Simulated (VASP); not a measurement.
# From one sheet to two: 1T-PtS2 monolayer, part 4 of 6

Aim: relax 1T-PtS2 monolayer, place its levels against the vacuum, then find how two sheets stack and bind.

VASP 6.6.1, plane waves and PAW; the level of theory is named at each step.

So far. Step 7 (With spin-orbit coupling): On this path the gap is indirect, 1.73 eV, with the valence top between Γ and M and the conduction bottom between Γ and M. The least direct gap is 1.82 eV. Step 8 (A rigid stacking): Energy at zero smearing: -20.19597 eV.

## Step 9: A rigid stacking

Level of this step: optB86b-vdW; plane waves and PAW (Pt, S) (VASP).

File INCAR:

```
SYSTEM = PtS2
PREC = Normal
ENCUT = 350
EDIFF = 1E-05
NELM = 120
ISMEAR = 0
SIGMA = 0.03
LREAL = .FALSE.
ALGO = Fast
GGA = MK
AGGAC = 0
LUSE_VDW = .TRUE.
PARAM1 = 0.1234
PARAM2 = 1
LASPH = .TRUE.
NBANDS = 28
LORBIT = 11
LWAVE = .FALSE.
LCHARG = .FALSE.
KPAR = 4
IDIPOL = 3
LDIPOL = .TRUE.
DIPOL = 0.5 0.5 0.5
```

File POSCAR:

```
PtS2
1.0
    3.5376312987      0.0000000000      0.0000000000
   -1.7688156493      3.0636785739      0.0000000000
    0.0000000000      0.0000000000     25.1032839472
Pt S
2 4
Direct
    0.0000000000      0.0000000000      0.3884281000
    0.3333333300      0.6666666700      0.6115719000
    0.3333333300      0.6666666700      0.3386011200
    0.6666666700      0.3333333300      0.4382550900
    0.6666666700      0.3333333300      0.5617449100
    0.0000000000      1.0000000000      0.6613988800
```

File KPOINTS:

```
Automatic mesh
0
Gamma
12 12 1
0 0 0
```

The projector-augmented-wave data sets are Pt and S (PBE family, release 64).

Launch:

```sh
$ mpirun -np 4 vasp_std
```

Log:

```text
[... set-up lines as in an earlier step ...]
 entering main loop
       N       E                     dE             d eps       ncg     rms          rms(c)
DAV:   1     0.287060600865E+03    0.28706E+03   -0.14415E+04  1064   0.929E+02
DAV:   2     0.628267267801E+01   -0.28078E+03   -0.27117E+03  1448   0.213E+02
DAV:   3    -0.217884508180E+02   -0.28071E+02   -0.27332E+02  1256   0.744E+01
DAV:   4    -0.226527485446E+02   -0.86430E+00   -0.85313E+00  1416   0.140E+01
[...]
RMM:  17    -0.200289762488E+02   -0.10182E-04   -0.30307E-06   629   0.767E-03    0.217E-03
RMM:  18    -0.200289897179E+02   -0.13469E-04   -0.38790E-06   605   0.716E-03    0.144E-03
RMM:  19    -0.200289912897E+02   -0.15717E-05   -0.70627E-07   306   0.394E-03
   1 F= -.20028991E+02 E0= -.20028991E+02  d E =-.459328E-12
```

The job ended after 49 s (4 MPI ranks of Intel Xeon Platinum 8488C (Sapphire Rapids), shared host; peak memory 1.6 GiB).

Parts of OUTCAR (step 9):

```text
  Total        0.3998515      0.3998515      1.3073760      0.0000000     -0.0000000      0.0000000
  in kB        2.3546320      2.3546320      7.6988308      0.0000000     -0.0000000      0.0000000
  external PRESSURE =       4.1360316 kB  Pullay stress =       0.0000000 kB

 POSITION                                       TOTAL-FORCE (eV/Angst)
 -----------------------------------------------------------------------------------
      0.00000      0.00000      9.75082        -0.000000      0.000000     -0.073596
     -0.00000      2.04245     15.35246         0.000000     -0.000000      0.073596
     -0.00000      2.04245      8.50000         0.000000      0.000000     -0.016678
      1.76882      1.02123     11.00164        -0.000000      0.000000     -0.300164
      1.76882      1.02123     14.10164         0.000000     -0.000000      0.300164
      0.00000      0.00000     16.60328        -0.000000      0.000000      0.016678
 -----------------------------------------------------------------------------------
    total drift:                               -0.000003     -0.000002     -0.000093

  FREE ENERGIE OF THE ION-ELECTRON SYSTEM (eV)
  ---------------------------------------------------
  free  energy   TOTEN  =       -20.0289912897 eV

  energy  without entropy=      -20.0289912897  energy(sigma->0) =      -20.02899129

[... 2 parts as in an earlier step ...]

[... 1 further part left out ...]
[key lines of the parts left out:]
E-fermi :  -0.7950
```

Energy at zero smearing: -20.02899 eV.

## Step 10: A rigid stacking

INCAR is that of step 9.

File POSCAR:

```
PtS2
1.0
    3.5376312987      0.0000000000      0.0000000000
   -1.7688156493      3.0636785739      0.0000000000
    0.0000000000      0.0000000000     25.1032839472
Pt S
2 4
Direct
    0.0000000000      0.0000000000      0.3884281000
    0.6666666700      0.3333333300      0.6115719000
    0.3333333300      0.6666666700      0.3386011200
    0.6666666700      0.3333333300      0.4382550900
    1.0000000000      0.0000000000      0.5617449100
    0.3333333300      0.6666666700      0.6613988800
```

KPOINTS is that of step 9.

Launch:

```sh
$ mpirun -np 4 vasp_std
```

Log:

```text
[... set-up lines as in an earlier step ...]
 entering main loop
       N       E                     dE             d eps       ncg     rms          rms(c)
DAV:   1     0.286162109394E+03    0.28616E+03   -0.14416E+04  1064   0.929E+02
DAV:   2     0.636170389395E+01   -0.27980E+03   -0.26890E+03  1432   0.214E+02
DAV:   3    -0.219770458919E+02   -0.28339E+02   -0.27725E+02  1280   0.748E+01
DAV:   4    -0.228438321212E+02   -0.86679E+00   -0.85958E+00  1380   0.142E+01
[...]
RMM:  12    -0.201833198204E+02    0.16503E-03   -0.11337E-03  1146   0.172E-01    0.881E-02
RMM:  13    -0.201833205699E+02   -0.74954E-06   -0.14043E-04  1218   0.619E-02    0.663E-02
RMM:  14    -0.201833185876E+02    0.19823E-05   -0.26661E-05   819   0.296E-02
   1 F= -.20183319E+02 E0= -.20183319E+02  d E =-.110809E-15
```

Wall time 42 s (4 MPI ranks); peak memory 1.6 GiB; 2.2 min of CPU time.

From OUTCAR (step 10):

```text
  Total        0.2158472      0.2158472     -0.2682762      0.0000000      0.0000000     -0.0000000
  in kB        1.2710736      1.2710736     -1.5798159      0.0000000      0.0000000     -0.0000000
  external PRESSURE =       0.3207771 kB  Pullay stress =       0.0000000 kB

 POSITION                                       TOTAL-FORCE (eV/Angst)
 -----------------------------------------------------------------------------------
      0.00000      0.00000      9.75082        -0.000000      0.000000      0.028471
      1.76882      1.02123     15.35246        -0.000000     -0.000000     -0.028471
     -0.00000      2.04245      8.50000         0.000000      0.000000     -0.018627
      1.76882      1.02123     11.00164        -0.000000      0.000000      0.027446
      0.00000      0.00000     14.10164         0.000000      0.000000     -0.027446
     -0.00000      2.04245     16.60328         0.000000      0.000000      0.018627
 -----------------------------------------------------------------------------------
    total drift:                                0.000002      0.000001      0.000355

  FREE ENERGIE OF THE ION-ELECTRON SYSTEM (eV)
  ---------------------------------------------------
  free  energy   TOTEN  =       -20.1833185876 eV

  energy  without entropy=      -20.1833185876  energy(sigma->0) =      -20.18331859

[... 2 parts as in an earlier step ...]

[... 1 further part left out ...]
[key lines of the parts left out:]
E-fermi :  -1.0020
```

Energy at zero smearing: -20.18332 eV.

## Step 11: A rigid stacking

INCAR is that of step 10.

File POSCAR:

```
PtS2
1.0
    3.5376312987      0.0000000000      0.0000000000
   -1.7688156493      3.0636785739      0.0000000000
    0.0000000000      0.0000000000     25.1032839472
Pt S
2 4
Direct
    0.0000000000      0.0000000000      0.3884281000
    0.0000000000      0.0000000000      0.6115719000
    0.3333333300      0.6666666700      0.3386011200
    0.6666666700      0.3333333300      0.4382550900
    0.6666666700      0.3333333300      0.5617449100
    0.3333333300      0.6666666700      0.6613988800
```

KPOINTS is that of step 10.

Launch:

```sh
$ mpirun -np 4 vasp_std
```

Log:

```text
[... set-up lines as in an earlier step ...]
 entering main loop
       N       E                     dE             d eps       ncg     rms          rms(c)
DAV:   1     0.286315290413E+03    0.28632E+03   -0.14428E+04  1064   0.929E+02
DAV:   2     0.593257632496E+01   -0.28038E+03   -0.27055E+03  1440   0.214E+02
DAV:   3    -0.218350481544E+02   -0.27768E+02   -0.27206E+02  1272   0.747E+01
DAV:   4    -0.226455529688E+02   -0.81050E+00   -0.80094E+00  1380   0.139E+01
[...]
RMM:  16    -0.200126130307E+02   -0.16811E-04   -0.76544E-06   687   0.120E-02    0.270E-03
RMM:  17    -0.200126296513E+02   -0.16621E-04   -0.44438E-06   664   0.848E-03    0.149E-03
RMM:  18    -0.200126385752E+02   -0.89238E-05   -0.23915E-06   493   0.597E-03
   1 F= -.20012639E+02 E0= -.20012639E+02  d E =-.189446E-18
```

The job ended after 52 s (4 MPI ranks; peak memory 1.6 GiB; 2.8 min of CPU time).

Parts of OUTCAR (step 11):

```text
  Total        0.3900100      0.3900100      1.4902686      0.0000000     -0.0000000      0.0000000
  in kB        2.2966774      2.2966774      8.7758424      0.0000000     -0.0000000      0.0000000
  external PRESSURE =       4.4563991 kB  Pullay stress =       0.0000000 kB

 POSITION                                       TOTAL-FORCE (eV/Angst)
 -----------------------------------------------------------------------------------
      0.00000      0.00000      9.75082         0.000000     -0.000000     -0.061019
      0.00000      0.00000     15.35246         0.000000     -0.000000      0.061019
     -0.00000      2.04245      8.50000        -0.000000      0.000000     -0.030294
      1.76882      1.02123     11.00164         0.000000     -0.000000     -0.346263
      1.76882      1.02123     14.10164         0.000000     -0.000000      0.346263
     -0.00000      2.04245     16.60328        -0.000000      0.000000      0.030294
 -----------------------------------------------------------------------------------
    total drift:                                0.000000     -0.000000      0.000000

  FREE ENERGIE OF THE ION-ELECTRON SYSTEM (eV)
  ---------------------------------------------------
  free  energy   TOTEN  =       -20.0126385752 eV

  energy  without entropy=      -20.0126385752  energy(sigma->0) =      -20.01263858

[... 2 parts as in an earlier step ...]

[... 1 further part left out ...]
[key lines of the parts left out:]
E-fermi :  -0.7513
```

Energy at zero smearing: -20.01264 eV.

## Step 12: A rigid stacking

INCAR is that of step 11.

File POSCAR:

```
PtS2
1.0
    3.5376312987      0.0000000000      0.0000000000
   -1.7688156493      3.0636785739      0.0000000000
    0.0000000000      0.0000000000     25.1032839472
Pt S
2 4
Direct
    0.0000000000      0.0000000000      0.3884281000
    0.3333333300      0.6666666700      0.6115719000
    0.3333333300      0.6666666700      0.3386011200
    0.6666666700      0.3333333300      0.4382550900
    0.0000000000      1.0000000000      0.5617449100
    0.6666666700      0.3333333300      0.6613988800
```

KPOINTS is that of step 11.

Launch:

```sh
$ mpirun -np 4 vasp_std
```

Log:

```text
[... set-up lines as in an earlier step ...]
 entering main loop
       N       E                     dE             d eps       ncg     rms          rms(c)
DAV:   1     0.287220275213E+03    0.28722E+03   -0.14410E+04  1064   0.929E+02
DAV:   2     0.461554375123E+01   -0.28260E+03   -0.27222E+03  1484   0.214E+02
DAV:   3    -0.220909239644E+02   -0.26706E+02   -0.26132E+02  1276   0.732E+01
DAV:   4    -0.228546521156E+02   -0.76373E+00   -0.75104E+00  1424   0.133E+01
[...]
RMM:  12    -0.201957606353E+02    0.93900E-04   -0.84751E-04  1167   0.148E-01    0.967E-02
RMM:  13    -0.201957581536E+02    0.24818E-05   -0.19970E-04  1215   0.749E-02    0.630E-02
RMM:  14    -0.201957601613E+02   -0.20077E-05   -0.35254E-05   880   0.332E-02
   1 F= -.20195760E+02 E0= -.20195760E+02  d E =-.225601E-13
```

The job ended after 44 s (4 MPI ranks; peak memory 1.6 GiB).

Parts of OUTCAR (step 12):

```text
  Total        0.2604795      0.2604795     -0.4748793      0.0000000      0.0000000     -0.0000000
  in kB        1.5339026      1.5339026     -2.7964527      0.0000000      0.0000000     -0.0000000
  external PRESSURE =       0.0904509 kB  Pullay stress =       0.0000000 kB

 POSITION                                       TOTAL-FORCE (eV/Angst)
 -----------------------------------------------------------------------------------
      0.00000      0.00000      9.75082         0.000000      0.000000      0.037878
     -0.00000      2.04245     15.35246         0.000000      0.000000     -0.068583
     -0.00000      2.04245      8.50000        -0.000000      0.000000     -0.015034
      1.76882      1.02123     11.00164         0.000000      0.000000      0.058321
      0.00000      0.00000     14.10164         0.000000      0.000000     -0.033779
      1.76882      1.02123     16.60328        -0.000000      0.000000      0.021196
 -----------------------------------------------------------------------------------
    total drift:                               -0.000001     -0.000003      0.000769

  FREE ENERGIE OF THE ION-ELECTRON SYSTEM (eV)
  ---------------------------------------------------
  free  energy   TOTEN  =       -20.1957601613 eV

  energy  without entropy=      -20.1957601613  energy(sigma->0) =      -20.19576016

[... 2 parts as in an earlier step ...]

[... 1 further part left out ...]
[key lines of the parts left out:]
E-fermi :  -1.0082
```

Energy at zero smearing: -20.19576 eV.

(Part 4 of 6 ends here.)

[Lines on the potential files, build, host, timing and source positions are cut from VASP's logs without a mark.]

[Logs are printed without paths, hosts, clocks, repeated set-up lines and the standing remarks that a program may print on its own settings, such as how far it seeks lower states.]

[Hosts, paths, dates, database ids (printed as entryN), source tags and the programs' standing remarks are cut or masked in the printed files.]

[Runs that stopped without an error message from VASP are left out.]
